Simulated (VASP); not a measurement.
AlN (zinc blende), at 1.04 of the tabulated volume:

```
AlN
1.0
    0.00000     2.21882     2.21882
    2.21882     0.00000     2.21882
    2.21882     2.21882     0.00000
Al N
1 1
Direct
  0.00000   0.00000   0.00000
  0.25000   0.25000   0.25000
```

The lowest empty band near X, direction along the valley's axis, from mBJ (TB09) with spin-orbit coupling in VASP (PAW); its two spin partners are averaged. The gap over the points computed is 4.76 eV, and the next band on that side lies 4.77 eV away at the edge.

Settings: 520 eV cut-off, 11×11×11 Γ-centred mesh, Gaussian smearing of 0.050 eV, potentials Al N.

```
distance from the edge in k (1/Å)  distance in energy (meV)
---------------------------------  ------------------------
0.025                                                   4.2
0.035                                                   8.2
0.050                                                  16.7
0.070                                                  32.8
```

Task: Fit E(1 + αE) = ħ²k²/2m* (ħ²/2m0 = 3.810 eV Å²) and predict the row at 0.095 1/Å.

Result: The rows don't resolve α, so a parabola serves: the electron mass is m* = 0.569 m0, and so 60.4 meV. The run gave 60.3 meV, -0.1 meV from the fit.

Left out are points under 3 meV from the edge, since the levels carry 0.1 meV, and points farther than half the way to the next band.

The compound is AlN in the zinc blende structure, a metastable form; wurtzite is the usual one. The cell was not relaxed at this level.
